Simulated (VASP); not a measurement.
## CaEuS2 (space group R-3m): computed properties

Level of theory: PBEsol GGA, VASP's PBE PAW potentials (set 64) (plane waves; VASP 6.6.1).

```
Quantity                                                                                                               Value
-----------------------------------------------  ---------------------------------------------------------------------------
space group                                                                                                       R-3m (166)
cell                                             a = 4.038 Å, b = 4.038 Å, c = 19.754 Å, α = 90.00°, β = 90.00°, γ = 120.00°
volume per atom                                                                                               23.25 Å^3/atom
band gap (over mesh and band path)                                                                                   1.93 eV
smallest direct gap (over mesh and band path)                                                                        2.56 eV
cell moment                                                                                                          0.00 μB
band-edge character without spin-orbit coupling                                                             indirect, Γ to F
band gap with spin-orbit coupling                                                                                    1.88 eV
density                                                                                                           4.57 g/cm³
```

```
CaEuS2
1.0
    2.01922     1.16580     6.58472
   -2.01922     1.16580     6.58472
    0.00000    -2.33160     6.58472
Ca Eu S
1 1 2
Direct
  0.00000   0.00000   0.00000
  0.50000   0.50000   0.50000
  0.74834   0.74834   0.74834
  0.25166   0.25166   0.25166
```

The 4f electrons are frozen in the core of the lanthanide potential, so 4f levels, which can set the real gap, and their magnetism are missing.

The structure comes from a computed database's CaEuS2 entry (R-3m); how it stands against other phases isn't given here. It was relaxed first, which changed the volume by -5 %. Symmetry was kept, so distortions that lower it aren't found.
